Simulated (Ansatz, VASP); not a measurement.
# SiC: VASP beside Ansatz, part 2 of 2

Aim: how closely do two programs agree when they are given the same cell, functional and k mesh? Of the first pair: The structure shown is the start of the Ansatz relaxation below; VASP solves that cell, so the two are compared at the walk's first step.

VASP 6.6.1 and Ansatz 0.2.0.

So far. Step 3 (VASP: single point, LDA, start cell): The run ends at a pressure of 2.48 GPa, with forces up to 0.12 eV/Å.

## Step 5: Other set-ups

Further runs change the set-up of one program: Ansatz's method, potentials or start, or VASP's data sets, cutoff or form of LDA. The table gives that difference for each run.

```
                         run  r.m.s. force difference (meV/Å)
                    as above                              0.5
VASP with a cutoff of 600 eV (perhaps on Ansatz's relaxed cell)                             0.45
```

## Step 6: Ansatz: zone-centre phonons, LDA

Second derivatives magnify differences that forces hide, and they need a tight electronic threshold. The cell compared in this pair holds 78.58 Å³, against 80.30 Å³ for the pair before.

The cell is taken from a series of runs on this material, whose earlier steps may have relaxed, scaled, displaced or heated it; both programs get it as it stands.

input.yaml reads:

```yaml
crystal:
  lattice:
    - [3.0725300367, 0.0, 0.0]
    - [-1.5362650184, 2.6608890656, 0.0]
    - [0.0, 0.0, 9.6117015588]
  atoms:
    - { symbol: C, position: [0.6666666668, 0.3333333332, 0.7481827803] }
    - { symbol: C, position: [0.3333333332, 0.6666666668, 0.2481827803] }
    - { symbol: C, position: [-1.3e-09, 1.3e-09, 0.499020393] }
    - { symbol: C, position: [1.3e-09, -1.3e-09, -0.000979607] }
    - { symbol: Si, position: [0.666666668, 0.333333332, 0.9392045322] }
    - { symbol: Si, position: [0.333333332, 0.666666668, 0.4392045322] }
    - { symbol: Si, position: [-3.0e-10, 3.0e-10, 0.6895912943] }
    - { symbol: Si, position: [3.0e-10, -3.0e-10, 0.1895912943] }
kpoints:
  mp_grid: { grid: [9, 9, 4] }
hamiltonian:
  xc: lda
  pseudopotentials: { kind: paw, azcp: { folder: soft_1 }, xc_functional: pbe }
scf:
  occupations: { method: fixed }
output:
  eigenvalues: true
phonons:
  method: dfpt
  dielectric: true
  rigid_motions: translations
```

Run with:

```console
> ansatz run input.yaml --threads 8 --pin off --max-ram 16384MiB --backend cpu --events-out ev --progress --plain --runs-dir out
```

Numbers of over 12 decimals in the logs are rounded to 6 here.

The program printed:

```text
[...]
Crystal: 8 atoms, lattice volume = 78.582 Å³
Basis set: ecut = 420 eV, 1533 PW (Γ), exchange–correlation on 48×48×144 points (8 copies of the dense FFT grid, shifted against one another)
Bands: 24, of which v1, the nominal top of the filled ones, is band 16 counted from 1 (15 counted from 0)
Symmetry: 12 space group operations
k-points: 95 of 324 (irreducible under 2 space group operations, time reversal used)
[...]
ω (cm⁻¹)  modes    IR ((D/Å)²/amu)
[...]
optical modes at Γ + LO–TO along q̂ = [0.0000, 1.0000, 0.0000]:
      ω (cm⁻¹)  modes    IR ((D/Å)²/amu)
[...]
optical modes at Γ + LO–TO along q̂ = [0.0000, 0.0000, 1.0000]:
      ω (cm⁻¹)  modes    IR ((D/Å)²/amu)
[...]
903.17      1             0.0329
        969.38      1             0.0000
        978.73      1             0.0000
       1019.62      1            89.2824
[key lines of the parts left out:]
SCF converged after 10 iterations
Free energy (F): -3408.596514 eV
Fermi energy:    10.266703 eV
```

## Step 7: VASP: zone-centre phonons, LDA

The same cell, functional (in two slightly different forms) and mesh now go to VASP, with its own data sets.

INCAR reads:

```
SYSTEM = SiC
PREC = Accurate
ENCUT = 600
EDIFF = 1E-08
NELM = 120
ISMEAR = 0
SIGMA = 0.01
LREAL = .FALSE.
ALGO = Normal
GGA = PW92
NBANDS = 24
LORBIT = 11
LWAVE = .FALSE.
LCHARG = .FALSE.
ISIF = 2
IBRION = 8
LEPSILON = .TRUE.
LASPH = .TRUE.
GGA_COMPAT = .FALSE.
EFERMI = MIDGAP
KPAR = 2
```

POSCAR reads:

```
SiC
1.0
    3.0725300367      0.0000000000      0.0000000000
   -1.5362650184      2.6608890656      0.0000000000
    0.0000000000      0.0000000000      9.6117015588
C Si
4 4
Direct
    0.6666666668      0.3333333332      0.7481827803
    0.3333333332      0.6666666668      0.2481827803
    0.9999999987      0.0000000013      0.4990203930
    0.0000000013      0.9999999987      0.9990203930
    0.6666666680      0.3333333320      0.9392045322
    0.3333333320      0.6666666680      0.4392045322
    0.9999999997      0.0000000003      0.6895912943
    0.0000000003      0.9999999997      0.1895912943
```

KPOINTS reads:

```
Automatic mesh
0
Gamma
9 9 4
0 0 0
```

The projector-augmented-wave data sets are C and Si (LDA family, release 64).

Run with:

```console
> mpirun -np 2 vasp_std
```

The program printed:

```text
[banner, memory and clock lines left out]
running    2 mpi-ranks, on    1 nodes
[...]
[... a notice as in an earlier step ...]

 LDA part: xc-table for (Slater(with rela. corr.)+PW92), standard interpolation
 POSCAR, INCAR and KPOINTS ok, starting setup
[...]
entering main loop
       N       E                     dE             d eps       ncg     rms          rms(c)
DAV:   1     0.813308103563E+02    0.81331E+02   -0.16232E+04  1728   0.136E+03
DAV:   2    -0.680949536943E+02   -0.14943E+03   -0.13930E+03  2456   0.216E+02
DAV:   3    -0.751570248628E+02   -0.70621E+01   -0.70169E+01  2304   0.446E+01
DAV:   4    -0.752490130314E+02   -0.91988E-01   -0.91908E-01  2200   0.613E+00
[...]
DAV:  13    -0.663937352707E+02    0.62193E-06   -0.30029E-06  2248   0.823E-03    0.182E-03
DAV:  14    -0.663937352655E+02    0.51978E-08   -0.16159E-07  2208   0.250E-03    0.604E-04
DAV:  15    -0.663937352667E+02   -0.12396E-08   -0.15013E-08  1624   0.768E-04
   1 F= -.66393735E+02 E0= -.66393735E+02  d E =0.000000E+00
[...]
RMM:  10    -0.156686291295E-01   -0.17441E-09   -0.33951E-08 14922   0.335E-05    0.255E-06
 first order change of Fermi-energy   0.19129E-05
 force on displaced ion       7 direction 1 : -21.470  -0.001  -0.000
 Born effective charge ion    7 direction 1 :   2.732  -0.000  -0.000
 Linear response progress:
  Degree of freedom:   8/  8
       N       E                     dE             d eps       ncg     rms          rms(c)
RMM:   1    -0.483574540846E-01   -0.48357E-01    0.30437E-02  5731   0.127E+00
RMM:   2    -0.364949062099E-01    0.11863E-01   -0.64402E-03  3437   0.399E-01    0.170E-01
RMM:   3    -0.356880275229E-01    0.80688E-03   -0.20206E-03  3709   0.126E-01    0.957E-02
RMM:   4    -0.354576858193E-01    0.23034E-03   -0.16021E-03  3812   0.855E-02    0.303E-02
[...]
RMM:  14    -0.353613625451E-01    0.32898E-07    0.67601E-07  3922   0.285E-05    0.530E-07
RMM:  15    -0.353613468519E-01    0.15693E-07    0.85161E-07  3028   0.270E-05    0.289E-07
RMM:  16    -0.353613366480E-01    0.10204E-07    0.95901E-07  2677   0.267E-05    0.767E-08
 first order change of Fermi-energy   0.74521E+00
 force on displaced ion       7 direction 3 :   0.000  -0.000 -34.294
 Born effective charge ion    7 direction 3 :   0.000   0.000   3.046
 Born effective charges drift removed
 Linear response finished
```

OUTCAR, selected parts (step 7):

```text
 MACROSCOPIC STATIC DIELECTRIC TENSOR IONIC CONTRIBUTION
 ------------------------------------------------------
           3.366069    -0.000000    -0.000000
          -0.000000     3.366069    -0.000000
          -0.000000    -0.000000     3.466413
 ------------------------------------------------------

[... 1 part as in an earlier step ...]
```

## Step 8: Differences

What differs besides the data sets and the points named for the pairs above, as far as they apply: VASP's response is taken on the typed mesh, Ansatz refines its own for the field response alone; the cutoff is 420 eV in Ansatz and 600 eV in VASP. Total energies have different zeros and are not compared.

Compared:

| quantity | Ansatz | VASP | difference |
| --- | --- | --- | --- |
| ε∞ xx | 6.98 | 7.03 | -0.75 % |
| ε∞ yy | 6.98 | 7.03 | -0.75 % |
| ε∞ zz | 7.06 | 7.06 | -0.10 % |
| Born charge of C1 (mean of the diagonal) (e) | -2.79 | -2.77 | -0.02 |
| Born charge of Si5 (mean of the diagonal) (e) | 2.71 | 2.70 | +0.02 |
| optical mode 1 to 2 (cm⁻¹) | 190.8 | 190.9 | -0.02 % |
| optical mode 3 to 4 (cm⁻¹) | 203.0 | 203.3 | -0.14 % |
| optical mode 5 to 6 (cm⁻¹) | 256.1 | 256.5 | -0.15 % |
| optical mode 7 (cm⁻¹) | 422.2 | 422.5 | -0.08 % |
| optical mode 8 (cm⁻¹) | 434.6 | 435.4 | -0.20 % |
| optical mode 9 (cm⁻¹) | 626.4 | 625.7 | +0.12 % |
| optical mode 10 to 11 (cm⁻¹) | 796.2 | 795.9 | +0.04 % |
| optical mode 12 to 13 (cm⁻¹) | 798.2 | 797.5 | +0.09 % |
| optical mode 14 to 15 (cm⁻¹) | 809.0 | 808.4 | +0.08 % |
| optical mode 16 to 17 (cm⁻¹) | 813.6 | 813.4 | +0.03 % |
| optical mode 18 (cm⁻¹) | 834.5 | 833.5 | +0.11 % |
| optical mode 19 (cm⁻¹) | 903.3 | 902.9 | +0.04 % |
| optical mode 20 (cm⁻¹) | 969.4 | 968.5 | +0.09 % |
| optical mode 21 (cm⁻¹) | 978.7 | 977.3 | +0.14 % |

Modes are paired by rising frequency, not by their patterns, so a pair may set unlike modes beside each other; they are those without the splitting of longitudinal modes.

## Step 9: Outcome

| Item | Value |
| --- | --- |
| r.m.s. force difference (single point, LDA, start cell) | 0.5 meV/Å |
| r.m.s. difference of the optical zone-centre modes, each program's sorted by frequency (zone-centre phonons, LDA) | 0.61 cm⁻¹ |
| difference in ε∞ xx (zone-centre phonons, LDA) | -0.7 % |

In words: The r.m.s. force difference is 0.5 meV/Å (single point, LDA, start cell), within the 12 meV/Å picked in this series as the mark of a large difference. Among the rows given in per cent, the largest difference of the zone-centre phonons, LDA pair is in ε∞ xx, -0.7 %. How closely two codes agree says nothing of how well the functional describes the real material.

[Lines on the potential files, build, host, timing and source positions are cut from VASP's logs without a mark.]

[Logs are printed without paths, hosts, clocks, repeated set-up lines and the standing remarks that a program may print on its own settings, such as how far it seeks lower states.]

[Hosts, paths, dates, database ids (printed as entryN), source tags and the programs' standing remarks are cut or masked in the printed files.]

[Rows of further runs with another cutoff or data set may stand on the cell that Ansatz relaxed, not on the start cell of the pair above them.]
